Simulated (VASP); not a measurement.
**LaBi: convergence with the PAW data sets and plane-wave cutoff**

A convergence test on LaBi: the PAW data sets and plane-wave cutoff. The atoms are off their equilibrium sites, so that forces can be compared too. The series runs use PBEsol. The PAW data sets tried: minimal 64: La Bi; recommended 64: La Bi_d; recommended 54: La Bi_d; gw 64: La_GW Bi_d_GW; soft 64: La_s Bi_d. The plane-wave cutoff tried: ENCUT = 150; ENCUT = 180; ENCUT = 220; ENCUT = 240; ENCUT = 280; ENCUT = 320; ENCUT = 390; ENCUT = 490. The atoms of the start are displaced at random from the sites of a Fm-3m cell.

Calculated with VASP 6.6.1; PBEsol; plane waves and PAW (La, Bi), in the first sound run; inputs show where later runs differ.

Most raw output is cut from this account.

The database entry behind the starting cell differs from later determinations by our own check (about 0.2 % short), so it need not match the best structure at ambient conditions.

## Step 1: The structure

Symmetry: P1, No. 1, triclinic system. The conventional cell has a = 4.642 Å, b = 4.642 Å, c = 4.642 Å, α = 60.00°, β = 60.00°, γ = 60.00°. La has 6 Bi at 3.21 to 3.36 Å nearest. Bi has 6 La at 3.21 to 3.36 Å nearest. Farther neighbours are not listed.

Coordinates:

```xyz
2
Lattice="0.0000 3.2825 3.2825 3.2825 0.0000 3.2825 3.2825 3.2825 0.0000" Properties=species:S:1:pos:R:3 pbc="T T T"
La   -0.0561   -0.0738    0.0104
Bi    3.2852    3.2855    3.3109
```

## Step 2: PAW data sets: minimal 64: La Bi

Data sets differ in which electrons are valence and how hard the partial waves are. PBEsol restores the gradient expansion of exchange and is tuned for the cells of solids.

File INCAR:

```
SYSTEM = LaBi
PREC = Accurate
ENCUT = 400
EDIFF = 1E-06
NELM = 100
ISMEAR = -1
SIGMA = 0.05
LREAL = .FALSE.
ALGO = Normal
GGA = PS
NBANDS = 14
LASPH = .TRUE.
LORBIT = 11
LWAVE = .FALSE.
LCHARG = .FALSE.
KPAR = 2
ISIF = 2
```

File POSCAR:

```
LaBi
1.0
    0.0000000000      3.2825000000      3.2825000000
    3.2825000000      0.0000000000      3.2825000000
    3.2825000000      3.2825000000      0.0000000000
La Bi
1 1
Direct
   -0.0011080000      0.0042860000     -0.0213650000
    0.5043790000      0.5042760000      0.4965410000
```

File KPOINTS:

```
Automatic mesh
0
Gamma
6 6 6
0 0 0
```

Potentials, in the order of the species: La and Bi (PBE family, release 64).

Started as:

```bash
$ mpirun -np 2 vasp_std
```

Elapsed: 33 s, on 2 MPI ranks of AMD EPYC 9R14 (Zen 4), shared host; peak memory 0.45 GiB.

The k-mesh is coarse for a metal. The PAW data sets were made with PBE, which is usual practice but a small mismatch for other functionals. The data set Bi keeps the semicore shell frozen, which is cheaper and a little less accurate.

This step gave:

```
SCF cycles              : 15
electrons               : 16
bands                   : 14
irreducible k-points    : 112
symmetry operations     : 1
free energy (TOTEN)     : -11.71 eV
energy at zero smearing : -11.71 eV
Fermi energy            : 6.261 eV
pressure                : 0.001935 GPa
metallic                : yes
```

The series starts at -5.8548 eV an atom and 0.00 GPa, after 15 cycles in 33 s.

## Step 3: PAW data sets: recommended 64: La Bi d

This step: PBEsol; plane waves and PAW (La, Bi_d) (VASP 6.6.1).

Edit INCAR of step 2 so:

```diff
@@ -10,3 +10,3 @@
 GGA = PS
-NBANDS = 14
+NBANDS = 19
 LASPH = .TRUE.
```

POSCAR is that of step 2.

KPOINTS is that of step 2.

PAW data sets: La and Bi_d (PBE family, release 64).

Started as:

```bash
$ mpirun -np 2 vasp_std
```

Wall time 42 s (2 MPI ranks); peak memory 0.47 GiB.

With 26 valence electrons the pressure is -0.13 GPa, -0.13 GPa from the first of the series, after 14 cycles in 42 s.

## Step 4: PAW data sets: recommended 54: La Bi d

INCAR is that of step 3.

POSCAR is that of step 3.

KPOINTS is that of step 3.

Potentials, in the order of the species: La and Bi_d (PBE family, release 54).

Started as:

```bash
$ mpirun -np 2 vasp_std
```

It took 42 s on 2 MPI ranks; peak memory 0.48 GiB; 80 s of CPU time.

With 26 valence electrons the pressure is -0.13 GPa, -0.13 GPa from the first of the series, after 14 cycles in 42 s.

## Step 5: PAW data sets: GW 64: La GW Bi d GW

This step: PBEsol; plane waves and PAW (La_GW, Bi_d_GW) (VASP 6.6.1).

Edit INCAR of step 4 so:

```diff
@@ -2,3 +2,3 @@
 PREC = Accurate
-ENCUT = 400
+ENCUT = 410
 EDIFF = 1E-06
@@ -10,3 +10,3 @@
 GGA = PS
-NBANDS = 19
+NBANDS = 20
 LASPH = .TRUE.
```

POSCAR is that of step 4.

KPOINTS is that of step 4.

PAW data sets: La_GW and Bi_d_GW (PBE family, release 64).

Started as:

```bash
$ mpirun -np 2 vasp_std
```

It took 45 s on 2 MPI ranks; peak memory 0.55 GiB; 85 s of CPU time.

With 28 valence electrons the pressure is -0.53 GPa, -0.53 GPa from the first of the series, after 13 cycles in 45 s.

## Step 6: PAW data sets: soft 64: La s Bi d

This step: PBEsol; plane waves and PAW (La_s, Bi_d) (VASP 6.6.1).

Edit INCAR of step 5 so:

```diff
@@ -2,3 +2,3 @@
 PREC = Accurate
-ENCUT = 410
+ENCUT = 400
 EDIFF = 1E-06
@@ -10,3 +10,3 @@
 GGA = PS
-NBANDS = 20
+NBANDS = 18
 LASPH = .TRUE.
```

POSCAR is that of step 5.

KPOINTS is that of step 5.

PAW data sets: La_s and Bi_d (PBE family, release 64).

Started as:

```bash
$ mpirun -np 2 vasp_std
```

It took 29 s on 2 MPI ranks; peak memory 0.49 GiB.

With 24 valence electrons the pressure is 0.14 GPa, +0.14 GPa from the first of the series, after 11 cycles in 29 s.

## Step 7: The PAW data sets series as a table

This step: convergence of PBEsol results with the datasets; plane waves and PAW (VASP 6.6.1).

Derived from the runs above.

Differences are taken from the run with recommended 64: La Bi_d. Results of the series, by row:

| setting | status | pressure (GPa) | largest force difference (meV/Å) | SCF cycles | wall time (s) |
| --- | --- | --- | --- | --- | --- |
| minimal 64: La Bi, 400 eV | converged | 0.001935 | 3.099 | 15 | 33 |
| recommended 64: La Bi_d, 400 eV | converged | -0.1322 | 0 | 14 | 42 |
| recommended 54: La Bi_d, 400 eV | converged | -0.1322 | 0 | 14 | 42 |
| gw 64: La_GW Bi_d_GW, 410 eV | converged | -0.5255 | 2.364 | 13 | 45 |
| soft 64: La_s Bi_d, 400 eV | converged | 0.1377 | 6.023 | 11 | 29 |

## Step 8: Plane-wave cutoff: ENCUT = 150

This step: PBEsol; plane waves and PAW (La, Bi_d) (VASP 6.6.1).

The basis grows with ENCUT, and energy and stress both move with it.

Edit INCAR of step 6 so:

```diff
@@ -2,3 +2,3 @@
 PREC = Accurate
-ENCUT = 400
+ENCUT = 150
 EDIFF = 1E-06
@@ -10,3 +10,3 @@
 GGA = PS
-NBANDS = 18
+NBANDS = 19
 LASPH = .TRUE.
```

POSCAR is that of step 6.

KPOINTS is that of step 6.

The projector-augmented-wave data sets are La and Bi_d (PBE family, release 64).

Started as:

```bash
$ mpirun -np 2 vasp_std
```

It took 12 s on 2 MPI ranks; peak memory 0.24 GiB.

Numbers from this step:

```yaml
scf_cycles: 12
electrons: 26
bands: 19
free_energy_toten: -5.632 eV
energy_at_zero_smearing: -5.631 eV
fermi_energy: 6.821 eV
pressure: -148.6 GPa
```

The series starts at -2.8156 eV an atom and -148.59 GPa, after 12 cycles in 12 s.

## Step 9: Plane-wave cutoff: ENCUT = 180

Edit INCAR of step 8 so:

```diff
@@ -2,3 +2,3 @@
 PREC = Accurate
-ENCUT = 150
+ENCUT = 180
 EDIFF = 1E-06
```

POSCAR is that of step 8.

KPOINTS is that of step 8.

Started as:

```bash
$ mpirun -np 2 vasp_std
```

The job ended after 12 s (2 MPI ranks; peak memory 0.26 GiB).

Against the run before the energy moves by -2679.45 meV an atom and the pressure by +113.33 GPa, after 11 cycles in 12 s.

## Step 10: Plane-wave cutoff: ENCUT = 220

Edit INCAR of step 9 so:

```diff
@@ -2,3 +2,3 @@
 PREC = Accurate
-ENCUT = 180
+ENCUT = 220
 EDIFF = 1E-06
```

POSCAR is that of step 9.

KPOINTS is that of step 9.

Started as:

```bash
$ mpirun -np 2 vasp_std
```

Wall time 18 s (2 MPI ranks); peak memory 0.29 GiB; 34 s of CPU time.

Against the run before the energy moves by -371.07 meV an atom and the pressure by +31.77 GPa, after 12 cycles in 18 s.

## Step 11: Plane-wave cutoff: ENCUT = 240

Edit INCAR of step 10 so:

```diff
@@ -2,3 +2,3 @@
 PREC = Accurate
-ENCUT = 220
+ENCUT = 240
 EDIFF = 1E-06
```

POSCAR is that of step 10.

KPOINTS is that of step 10.

Started as:

```bash
$ mpirun -np 2 vasp_std
```

Run time: 19 s. Hardware: 2 MPI ranks; peak memory 0.31 GiB.

Against the run before the energy moves by -14.64 meV an atom and the pressure by +2.68 GPa, after 12 cycles in 19 s.

## Step 12: Plane-wave cutoff: ENCUT = 280

Edit INCAR of step 11 so:

```diff
@@ -2,3 +2,3 @@
 PREC = Accurate
-ENCUT = 240
+ENCUT = 280
 EDIFF = 1E-06
```

POSCAR is that of step 11.

KPOINTS is that of step 11.

Started as:

```bash
$ mpirun -np 2 vasp_std
```

It took 31 s on 2 MPI ranks; peak memory 0.37 GiB; 57 s of CPU time.

Against the run before the energy moves by +1.30 meV an atom and the pressure by +0.56 GPa, after 13 cycles in 31 s.

## Step 13: Plane-wave cutoff: ENCUT = 320

Edit INCAR of step 12 so:

```diff
@@ -2,3 +2,3 @@
 PREC = Accurate
-ENCUT = 280
+ENCUT = 320
 EDIFF = 1E-06
```

POSCAR is that of step 12.

KPOINTS is that of step 12.

Started as:

```bash
$ mpirun -np 2 vasp_std
```

It took 32 s on 2 MPI ranks; peak memory 0.4 GiB; 60 s of CPU time.

Against the run before the energy moves by +1.52 meV an atom and the pressure by -0.18 GPa, after 13 cycles in 32 s.

## Step 14: Plane-wave cutoff: ENCUT = 390

Edit INCAR of step 13 so:

```diff
@@ -2,3 +2,3 @@
 PREC = Accurate
-ENCUT = 320
+ENCUT = 390
 EDIFF = 1E-06
```

POSCAR is that of step 13.

KPOINTS is that of step 13.

Started as:

```bash
$ mpirun -np 2 vasp_std
```

The job ended after 42 s (2 MPI ranks; peak memory 0.47 GiB).

Against the run before the energy moves by +0.66 meV an atom and the pressure by +0.26 GPa, after 14 cycles in 42 s.

## Step 15: Plane-wave cutoff: ENCUT = 490

Edit INCAR of step 14 so:

```diff
@@ -2,3 +2,3 @@
 PREC = Accurate
-ENCUT = 390
+ENCUT = 490
 EDIFF = 1E-06
```

POSCAR is that of step 14.

KPOINTS is that of step 14.

Started as:

```bash
$ mpirun -np 2 vasp_std
```

Run time: 71 s. Hardware: 2 MPI ranks; peak memory 0.61 GiB.

Against the run before the energy moves by -0.06 meV an atom and the pressure by +0.05 GPa, after 14 cycles in 71 s.

## Step 16: The plane-wave cutoff series as a table

This step: convergence of PBEsol results with the cutoff; plane waves and PAW (VASP 6.6.1).

Derived from the runs above.

Differences are taken from the run with ENCUT = 490. Results of the series, by row:

| setting | status | energy less the reference (meV/atom) | pressure (GPa) | largest force difference (meV/Å) | SCF cycles | wall time (s) |
| --- | --- | --- | --- | --- | --- | --- |
| ENCUT = 150 | converged | 3062 | -148.6 | 311.4 | 12 | 12 |
| ENCUT = 180 | converged | 382.3 | -35.26 | 30.75 | 11 | 11.8 |
| ENCUT = 220 | converged | 11.22 | -3.488 | 2.175 | 12 | 18.4 |
| ENCUT = 240 | converged | -3.423 | -0.8048 | 1.568 | 12 | 18.6 |
| ENCUT = 280 | converged | -2.12 | -0.2426 | 0.54 | 13 | 31 |
| ENCUT = 320 | converged | -0.5981 | -0.4201 | 0.329 | 13 | 32 |
| ENCUT = 390 | converged | 0.06328 | -0.1608 | 0.306 | 14 | 42 |
| ENCUT = 490 | converged | 0 | -0.114 | 0 | 14 | 71 |

## Step 17: Summary of results

| Item | Value |
| --- | --- |
| spread of the pressure over the PAW data sets | 0.663 GPa |
| plane-wave cutoff from which the energy stays within 10 meV/atom of the reference | ENCUT = 240 |
| plane-wave cutoff from which the energy stays within 1 meV/atom of the reference | ENCUT = 320 |
| plane-wave cutoff from which the pressure stays within 0.2 GPa of the reference | ENCUT = 390 |
| spread of the pressure over the plane-wave cutoff | 148 GPa |
| spread of the energy over the plane-wave cutoff | 3065 meV/atom |

The choice of data set moves the pressure between -0.53 GPa (gw 64: La_GW Bi_d_GW) and 0.14 GPa (soft 64: La_s Bi_d); the cutoffs differ too (400 and 410 eV). From ENCUT = 320 on, the energy stays within 1 meV an atom of the reference, at 45 % of its time. The pressure holds within 0.2 GPa from ENCUT = 390 on. These cutoffs are 0.6 to 2 times the default of the data sets, about 240 eV; at the default the run is off by -3.4 meV an atom, -0.69 GPa, 1.6 meV/Å in forces, and at 1.3 times by -0.6 meV an atom, -0.31 GPa, 0.3 meV/Å in forces. Energy differences between like cells converge faster than these totals. Differences are taken from the run with ENCUT = 490, which is itself not the exact limit. Data sets differ in their zero of energy, so energies are not compared. The runs at ENCUT = 150; ENCUT = 180; ENCUT = 220 are over 30 meV an atom or 2 GPa off and describe the material poorly.

[Lines on the potential files, build, host, timing and source positions are cut from VASP's logs without a mark.]

[Logs are printed without paths, hosts, clocks, repeated set-up lines and the standing remarks that a program may print on its own settings, such as how far it seeks lower states.]

[Hosts, paths, dates, database ids (printed as entryN), source tags and the programs' standing remarks are cut or masked in the printed files.]

[A measured line is paired with the nearest computed mode of its activity, which favours agreement.]

[In band tables of VASP the shares of atoms and orbitals are scaled to a sum of 1 inside the atoms' spheres.]
